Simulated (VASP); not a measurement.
Output of a VASP run:

### OSZICAR
```
       N       E                     dE             d eps       ncg     rms          rms(c)
DAV:   1    -0.113701918641E+02   -0.11370E+02   -0.49924E+00   416   0.244E+01    0.797E+00
DAV:   2    -0.117310443415E+02   -0.36085E+00   -0.77195E-01   431   0.789E+00    0.761E+00
DAV:   3    -0.117500492887E+02   -0.19005E-01   -0.91811E-02   426   0.254E+00    0.525E+00
DAV:   4    -0.117325484029E+02    0.17501E-01   -0.18866E-02   426   0.163E+00    0.312E+00
DAV:   5    -0.117217615606E+02    0.10787E-01   -0.67572E-03   436   0.100E+00    0.181E+00
DAV:   6    -0.117188646743E+02    0.28969E-02   -0.53813E-03   431   0.699E-01    0.103E+00
DAV:   7    -0.117190680879E+02   -0.20341E-03   -0.33262E-03   431   0.442E-01    0.578E-01
DAV:   8    -0.117194272725E+02   -0.35918E-03   -0.12168E-03   431   0.240E-01    0.331E-01
DAV:   9    -0.117194135683E+02    0.13704E-04   -0.25945E-04   421   0.111E-01    0.192E-01
DAV:  10    -0.117193175325E+02    0.96036E-04   -0.10531E-04   416   0.706E-02    0.107E-01
DAV:  11    -0.117192869311E+02    0.30601E-04   -0.10512E-04   421   0.635E-02    0.675E-02
DAV:  12    -0.117192952791E+02   -0.83480E-05   -0.64592E-05   416   0.493E-02    0.491E-02
DAV:  13    -0.117193031196E+02   -0.78405E-05   -0.21233E-05   416   0.296E-02    0.375E-02
DAV:  14    -0.117193035569E+02   -0.43727E-06   -0.29893E-06   413   0.137E-02
   1 F= -.11719304E+02 E0= -.11719304E+02  d E =-.881015E-11
       N       E                     dE             ncg
```

### OUTCAR
```
------------------------ aborting loop because EDIFF is reached ----------------------------------------
  FORCE on cell =-STRESS in cart. coord.  units (eV):
  Direction    XX          YY          ZZ          XY          YZ          ZX
  --------------------------------------------------------------------------------------
  Total        0.7579536      0.7579536      0.7579536      0.0000000      0.0000000     -0.0000000
  in kB       20.3221403     20.3221403     20.3221403      0.0000000      0.0000000     -0.0000000
  external PRESSURE =      20.3221403 kB  Pullay stress =       0.0000000 kB
  volume of cell :       59.76
      direct lattice vectors                 reciprocal lattice vectors
     0.000000000  3.103020086  3.103020086    -0.161133343  0.161133343  0.161133343
     3.103020086  0.000000000  3.103020086     0.161133343 -0.161133343  0.161133343
     3.103020086  3.103020086  0.000000000     0.161133343  0.161133343 -0.161133343
  FREE ENERGIE OF THE ION-ELECTRON SYSTEM (eV)
  ---------------------------------------------------
  free  energy   TOTEN  =       -11.7193035569 eV

  energy  without entropy=      -11.7193035568  energy(sigma->0) =      -11.71930356

  exchange ACFDT corr.  =         0.00000000  see jH, gK, PRB 81, 115126
```
(Selected blocks of OUTCAR.)

File POSCAR:
```
CdSe
1
    0.0000000000     3.1030200860     3.1030200860
    3.1030200860     0.0000000000     3.1030200860
    3.1030200860     3.1030200860     0.0000000000
Cd Se
1 1
Direct
  0.0000000000   0.0000000000   0.0000000000
  0.2500000000   0.2500000000   0.2500000000
```

Task: Reconstruct the remaining input files.

Result: Several could match; the one computed here: the input of the run itself, Hartree-Fock, plane waves, VASP's PBE PAW potentials (set 64).

File KPOINTS_OPT:
```
named points and PBE's band edges
7
Reciprocal
  0.000000   0.000000   0.000000 1 ! GAMMA
 -0.500000  -0.500000   0.000000 1 ! X
  0.000000   0.000000   0.500000 1 ! L
 -0.500000  -0.250000   0.250000 1 ! W
 -0.375000   0.000000   0.375000 1 ! K
 -0.375000  -0.375000   0.250000 1 ! U
 -0.035710  -0.035710   0.000000 1 ! near an edge
```

### INCAR
```
SYSTEM = CdSe
PREC = Accurate
ENCUT = 520
EDIFF = 1E-6
NELM = 60
ALGO = Normal
LREAL = .FALSE.
LASPH = .TRUE.
ISMEAR = 0
SIGMA = 0.05
GGA = PE
AEXX = 1.0
ALDAC = 0.0
AGGAC = 0.0
HFRCUT = -1
LHFCALC = .TRUE.
PRECFOCK = Fast
ISYM = 3
LMAXMIX = 4
LWAVE = .FALSE.
LCHARG = .FALSE.
ISIF = 2
```

File KPOINTS:
```
Automatic mesh
0
Gamma
6 6 6
0 0 0
```

POTCAR, in this order: Cd Se (PBE.64 set). Program: vasp_std. Read from the step before: WAVECAR.

The compound is CdSe in the zinc blende structure, whereas wurtzite is the usual form. It was relaxed first, which changed the volume by +8 %.
